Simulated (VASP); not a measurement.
## A VASP study of HgIr (revPBE + D3(BJ)): structure first, properties next

Wanted: the relaxed cell of HgIr and its properties. The steps: rough relaxation of the start cell, full relaxation (revPBE + D3(BJ)), single point with fields (revPBE + D3(BJ)), bands along the symmetry lines (revPBE + D3(BJ)), density of states (revPBE + D3(BJ)) and bands along the symmetry lines (revPBE + D3(BJ) + SOC). The cell is invented: it takes the structure of a Materials Project entry for ZnIr (space group 187 there), with some of its atoms replaced by other elements, volume scaled by an estimate. It may not be a known or stable phase.

Program: VASP 6.6.1. Level of theory: revPBE with D3(BJ); plane waves and PAW (Hg, Ir), in the first sound run; inputs show where later runs differ. Results are calculated unless marked as measured.

## 1. The structure

Before any relaxation, the start is as follows. Symmetry: P-6m2, No. 187, hexagonal system. Conventional cell: a = 3.038 Å, b = 3.038 Å, c = 4.554 Å, α = 90.00°, β = 90.00°, γ = 120.00°. Nearest to Hg lie 6 Ir at 2.87 Å and 6 Hg at 3.04 Å. Nearest to Ir lie 6 Hg at 2.87 Å and 6 Ir at 3.04 Å. It derives from ZnIr. It takes the structure of a Materials Project entry for ZnIr (space group 187 there), with some of its atoms replaced by other elements, volume scaled by an estimate. Farther neighbours are not listed.

## 2. Rough relaxation of the start cell

The start is only an estimate, so a cheap relaxation brings it near a minimum before any careful run. revPBE by itself binds more weakly than PBE and expands cells; dispersion terms fitted to it are the larger for that. A dispersion term adds the long-range attraction that semilocal functionals lack. D3 with Becke-Johnson damping keeps a finite attraction at short range.

File INCAR:

```
SYSTEM = HgIr
PREC = Normal
ENCUT = 400
EDIFF = 1E-05
NELM = 60
ISMEAR = 1
SIGMA = 0.2
LREAL = .FALSE.
ALGO = Fast
GGA = RE
IVDW = 12
NBANDS = 16
LORBIT = 11
LWAVE = .FALSE.
LCHARG = .FALSE.
IBRION = 2
NSW = 40
ISIF = 3
EDIFFG = -0.04
```

File POSCAR:

```
HgIr
1.0
    3.0375060000      0.0000000000      0.0000000000
   -1.5187530000      2.6305580000      0.0000000000
    0.0000000000      0.0000000000      4.5541740000
Hg Ir
1 1
Direct
    0.6666666700      0.3333333300      0.5000000000
    0.0000000000      0.0000000000      0.0000000000
```

File KPOINTS:

```
Automatic mesh
0
Gamma
6 6 4
0 0 0
```

Potentials, in the order of the species: Hg and Ir (PBE family, release 64).

Command:

```sh
> mpirun -np 1 vasp_std
```

What it wrote:

```text
[banner, memory and clock lines left out]
running    1 mpi-ranks, on    1 nodes
 distrk:  each k-point on    1 cores,    1 groups
 distr:  one band on    1 cores,    1 groups

 POSCAR found type information on POSCAR HgIr
 POSCAR found :  2 types and       2 ions
|                                                                             |
|               ----> ADVICE to this user running VASP <----                  |
|                                                                             |
|     You enforced a specific xc type in the INCAR file but a different       |
|     [... a line on the potential file left out ...]
|     I HOPE YOU KNOW WHAT YOU ARE DOING!                                     |
|                                                                             |

 LDA part: xc-table for (Slater+PW92), standard interpolation
 POSCAR, INCAR and KPOINTS ok, starting setup
 FFT: planning ... GRIDC
 FFT: planning ... GRID_SOFT
 FFT: planning ... GRID
 WAVECAR not read
 entering main loop
       N       E                     dE             d eps       ncg     rms          rms(c)
DAV:   1     0.135137957193E+03    0.13514E+03   -0.87522E+03   688   0.101E+03
DAV:   2    -0.418831398450E+01   -0.13933E+03   -0.13273E+03   672   0.301E+02
DAV:   3    -0.730111797154E+01   -0.31128E+01   -0.30959E+01   904   0.515E+01
DAV:   4    -0.731655235561E+01   -0.15434E-01   -0.15433E-01   752   0.334E+00
DAV:   5    -0.731682665983E+01   -0.27430E-03   -0.27430E-03   920   0.452E-01    0.115E+01
RMM:   6    -0.694698451846E+01    0.36984E+00   -0.48210E-01   672   0.706E+00    0.729E+00
RMM:   7    -0.687173606270E+01    0.75248E-01   -0.24287E-01   672   0.394E+00    0.240E+00
RMM:   8    -0.686987918380E+01    0.18569E-02   -0.33195E-02   672   0.207E+00    0.220E-01
RMM:   9    -0.686975135566E+01    0.12783E-03   -0.34138E-03   673   0.524E-01    0.175E-01
RMM:  10    -0.686958931338E+01    0.16204E-03   -0.96483E-04   672   0.351E-01    0.104E-01
RMM:  11    -0.686961049417E+01   -0.21181E-04   -0.18978E-04   647   0.102E-01    0.149E-02
RMM:  12    -0.686961366421E+01   -0.31700E-05   -0.27438E-05   495   0.400E-02
   1 F= -.90223598E+01 E0= -.90205028E+01  d E =-.902236E+01
 curvature:   0.00 expect dE= 0.000E+00 dE for cont linesearch  0.000E+00
 trial: gam= 0.00000 g(F)=  0.676E-44 g(S)=  0.634E+00 ort = 0.000E+00 (trialstep = 0.100E+01)
 search vector abs. value=  0.634E+00
 bond charge predicted
       N       E                     dE             d eps       ncg     rms          rms(c)
DAV:   1    -0.147491745341E+02   -0.78796E+01   -0.19835E+02   672   0.173E+02    0.296E+01
RMM:   2    -0.680952510472E+01    0.79396E+01   -0.13917E+01   672   0.405E+01    0.512E+00
RMM:   3    -0.614669520675E+01    0.66283E+00   -0.21536E+00   672   0.119E+01    0.331E+00
RMM:   4    -0.610065347082E+01    0.46042E-01   -0.18234E-01   672   0.456E+00    0.278E+00
RMM:   5    -0.608930901115E+01    0.11344E-01   -0.44498E-02   676   0.179E+00    0.146E+00
RMM:   6    -0.608832373898E+01    0.98527E-03   -0.19145E-02   672   0.163E+00    0.165E-01
RMM:   7    -0.608839024334E+01   -0.66504E-04   -0.28030E-03   678   0.537E-01    0.130E-01
RMM:   8    -0.608843056888E+01   -0.40326E-04   -0.76354E-04   680   0.232E-01    0.101E-01
RMM:   9    -0.608844832382E+01   -0.17755E-04   -0.15630E-04   631   0.951E-02    0.887E-02
RMM:  10    -0.608845405093E+01   -0.57271E-05   -0.67267E-05   558   0.851E-02
   2 F= -.87771565E+01 E0= -.87767109E+01  d E =0.245203E+00
[...]
3 F= -.91642776E+01 E0= -.91637878E+01  d E =-.141918E+00
[...]
4 F= -.91645023E+01 E0= -.91640496E+01  d E =-.142142E+00
[...]
5 F= -.91916825E+01 E0= -.91902332E+01  d E =-.271802E-01
[...]
6 F= -.91918265E+01 E0= -.91905190E+01  d E =-.273242E-01
[...]
7 F= -.91918192E+01 E0= -.91905450E+01  d E =-.273169E-01
[...]
8 F= -.91915983E+01 E0= -.91903339E+01  d E =0.220929E-03
 trial-energy change:    0.000221  1 .order    0.000233   -0.000625    0.001090
 step:   0.3160(harm=  0.3160)  dis= 0.00000  next Energy=    -9.191933 (dE=-0.114E-03)
 bond charge predicted
       N       E                     dE             d eps       ncg     rms          rms(c)
DAV:   1    -0.684359296095E+01    0.65229E-02   -0.69432E-02   672   0.340E+00    0.368E-01
RMM:   2    -0.684081410179E+01    0.27789E-02   -0.51373E-03   672   0.846E-01    0.120E-01
RMM:   3    -0.684058752127E+01    0.22658E-03   -0.87460E-04   672   0.283E-01    0.179E-01
RMM:   4    -0.684054473775E+01    0.42784E-04   -0.82285E-05   612   0.899E-02    0.119E-01
RMM:   5    -0.684053994847E+01    0.47893E-05   -0.23400E-05   477   0.498E-02
   9 F= -.91919346E+01 E0= -.91906595E+01  d E =-.115434E-03
 curvature:  -0.17 expect dE=-0.155E-04 dE for cont linesearch -0.137E-04
 trial: gam= 0.00000 g(F)=  0.597E-44 g(S)=  0.934E-04 ort =-0.250E-03 (trialstep = 0.757E+00)
 search vector abs. value=  0.934E-04
 reached required accuracy - stopping structural energy minimisation
```

It took 13 s on 1 MPI rank of AMD EPYC 9R14 (Zen 4), shared host; peak memory 0.11 GiB.

Lines that name or quote the potential files are left out of all logs, and their timing lines are given in words.

OUTCAR, selected parts (step 2):

```text
ion  position               nearest neighbor table
   1  0.667  0.333  0.500-   2 2.87   2 2.87   2 2.87   2 2.87   2 2.87   2 2.87
   2  0.000  0.000  0.000-   1 2.87   1 2.87   1 2.87   1 2.87   1 2.87   1 2.87

  LATTYP: Found a hexagonal cell.
 ALAT       =     3.0375060000
 C/A-ratio  =     1.4993135816

 Subroutine GETGRP returns: Found 12 space group operations
 (whereof 12 operations were pure point group operations)

The static configuration has the point symmetry D_3h.

 Found     21 irreducible k-points:

   k-points           NKPTS =     21   k-points in BZ     NKDIM =     21   number of bands    NBANDS=     16

   dimension x,y,z NGX =    16 NGY =   16 NGZ =   24
   dimension x,y,z NGXF=    32 NGYF=   32 NGZF=   48

   ENCUT  =  400.0 eV  29.40 Ry    5.42 a.u.   4.95  4.95  7.43*2*pi/ulx,y,z

   NELECT =      21.0000    total number of electrons

 k-points in reciprocal lattice and weights: Automatic mesh
   0.00000000  0.00000000  0.00000000       0.007
   0.16666667  0.00000000  0.00000000       0.042
   0.33333333 -0.00000000  0.00000000       0.042
   0.50000000  0.00000000  0.00000000       0.021
   0.16666667  0.16666667  0.00000000       0.042
   0.33333333  0.16666667  0.00000000       0.083
   0.33333333  0.33333333  0.00000000       0.014
   0.00000000  0.00000000  0.25000000       0.014
   0.16666667  0.00000000  0.25000000       0.083
[...]
0.33333333  0.16666667  0.50000000       0.083
   0.33333333  0.33333333  0.50000000       0.014

 Edisp (eV)   -2.34148

 average (electrostatic) potential at core
       1 -37.3442       2 -51.3783

 E-fermi :   6.6090

 k-point     1 :       0.0000    0.0000    0.0000
  band No.  band energies     occupation
    ...
      8       4.3627      2.00000
      9       4.3627      2.00000
     10       5.3788      2.00000
     11       6.4905      1.83318
     12       6.4905      1.83318
     13      10.4145     -0.00000
     14      20.8382      0.00000
     15      23.3712      0.00000
     16      23.5368      0.00000

 k-point     2 :       0.1667    0.0000    0.0000
  band No.  band energies     occupation
    ...
      7       2.7849      2.00000
      8       4.0491      2.00000
      9       4.2122      2.00000
     10       5.0255      2.00000
     11       6.4405      2.00028
     12       8.6683     -0.00000
     13      10.3811     -0.00000
     14      18.6046      0.00000
     15      21.1836      0.00000
     16      22.3322      0.00000

 k-point     3 :       0.3333   -0.0000    0.0000
  band No.  band energies     occupation
    ...
      7       2.8114      2.00000
      8       3.3431      2.00000
      9       5.1237      2.00000
     10       6.3379      2.06655
     11       6.6457      0.69480
     12      10.5806     -0.00000
     13      11.9147      0.00000
     14      12.5860      0.00000
     15      17.6253      0.00000
     16      19.9195      0.00000

 Edisp (eV)   -2.35139

  Total      -0.04371    -0.04371    -0.00724     0.00000    -0.00000     0.00000
  in kB      -2.09446    -2.09447    -0.34698     0.00000    -0.00000     0.00000
  external pressure =       -1.51 kB  Pullay stress =        0.00 kB

  energy-cutoff  :      400.00
  volume of cell :       33.44
      direct lattice vectors                 reciprocal lattice vectors
     2.893153413  0.000000000  0.000000000     0.345643613  0.199557389  0.000000000
    -1.446576706  2.505544902  0.000000000    -0.000000000  0.399114779  0.000000000
    -0.000000000 -0.000000000  4.612679811    -0.000000000 -0.000000000  0.216793717

 POSITION                                       TOTAL-FORCE (eV/Angst)
 -----------------------------------------------------------------------------------
      1.44658      0.83518      2.30634        -0.000000     -0.000000      0.000000
      0.00000      0.00000      0.00000         0.000000      0.000000     -0.000000
 -----------------------------------------------------------------------------------
    total drift:                               -0.000004      0.000003      0.000000

  FREE ENERGIE OF THE ION-ELECTRON SYSTEM (eV)
  ---------------------------------------------------
  free  energy   TOTEN  =        -9.1919346168 eV

  energy  without entropy=       -9.1881091561  energy(sigma->0) =       -9.19065946

 reached required accuracy - stopping structural energy minimisation

 total charge
# of ion       s       p       d       tot
------------------------------------------
    1        0.754   0.545   9.359  10.659
    2        0.558   0.488   7.023   8.069
--------------------------------------------------
tot          1.312   1.034  16.382  18.728

[... 3 further parts left out ...]
```

CONTCAR:

```
HgIr
   1.00000000000000
     2.8931534129037506    0.0000000000000000    0.0000000000000000
    -1.4465767064518753    2.5055449024653518    0.0000000000000000
    -0.0000000000000000   -0.0000000000000000    4.6126798105570090
  Hg              Ir
     1     1
Direct
     0.6666666699999979    0.3333333300000021    0.5000000000000000
     0.0000000000000000    0.0000000000000000    0.0000000000000000
```

This run has no spin polarisation. Its electron count is odd, so without a moment it is a metal by construction. The k-mesh is coarse for a metal. This relaxation is a rough one on cheap settings, only to bring the start near its minimum. The PAW data sets were made with PBE, which is usual practice but a small mismatch for other functionals. After so large a change of volume the plane waves of the start cell no longer fit, so the final stress carries a basis-set error. Dispersion corrections of this kind ignore metallic screening and tend to overbind metals. The run keeps the 12 symmetry operations of its start, so it cannot find a distortion of lower symmetry.

Relaxation path:

| step | energy less that of the first step (eV) | largest force (eV/Å) | pressure (GPa) | volume (Å³) |
| --- | --- | --- | --- | --- |
| 1 | 0.0000 | 0.0000 | -12.41 | 36.39 |
| 2 | 0.2452 | 0.0000 | 37.32 | 29.44 |
| 3 | -0.1419 | 0.0000 | 0.81 | 33.48 |
| 4 | -0.1421 | 0.0000 | 1.18 | 33.40 |
| 5 | -0.1693 | 0.0000 | 0.44 | 33.35 |
| 6 | -0.1695 | 0.0000 | 0.52 | 33.36 |
| 7 | -0.1695 | 0.0000 | 0.48 | 33.36 |
| 8 | -0.1692 | 0.0000 | -0.81 | 33.57 |
| 9 | -0.1696 | 0.0000 | -0.15 | 33.44 |

| conventional cell, symmetrised | before | after | change |
| --- | --- | --- | --- |
| a (Å) | 3.038 | 2.893 | -4.8 % |
| b (Å) | 3.038 | 2.893 | -4.8 % |
| c (Å) | 4.554 | 4.613 | +1.3 % |
| volume (Å³/atom) | 18.19 | 16.72 | -8.1 % |

Final coordinates:

```xyz
2
Lattice="2.8932 0.0000 0.0000 -1.4466 2.5055 0.0000 0.0000 0.0000 4.6127" Properties=species:S:1:pos:R:3 pbc="T T T"
Hg    1.4466    0.8352    2.3063
Ir    0.0000    0.0000    0.0000
```

This step gave:

| Quantity | Value |
| --- | --- |
| electrons | 21 |
| bands | 16 |
| irreducible k points | 21 |
| symmetry operations | 12 |
| free energy (TOTEN) | -9.192 eV |
| energy at zero smearing | -9.191 eV |
| Fermi energy | 6.609 eV |
| pressure | -0.1512 GPa |
| metallic, judged on the points sampled | yes |
| SCF cycles over all ionic steps | 62 |

It ends with forces that vanish by symmetry and a pressure of -0.15 GPa.

[end of part 1 of 4]

[Lines on the potential files, build, host, timing and source positions are cut from VASP's logs without a mark.]

[Logs are printed without paths, hosts, clocks, repeated set-up lines and the standing remarks that a program may print on its own settings, such as how far it seeks lower states.]

[Hosts, paths, dates, database ids (printed as entryN), source tags and the programs' standing remarks are cut or masked in the printed files.]

[A measured line is paired with the nearest computed mode of its activity, which favours agreement.]

[In band tables of VASP the shares of atoms and orbitals are scaled to a sum of 1 inside the atoms' spheres.]
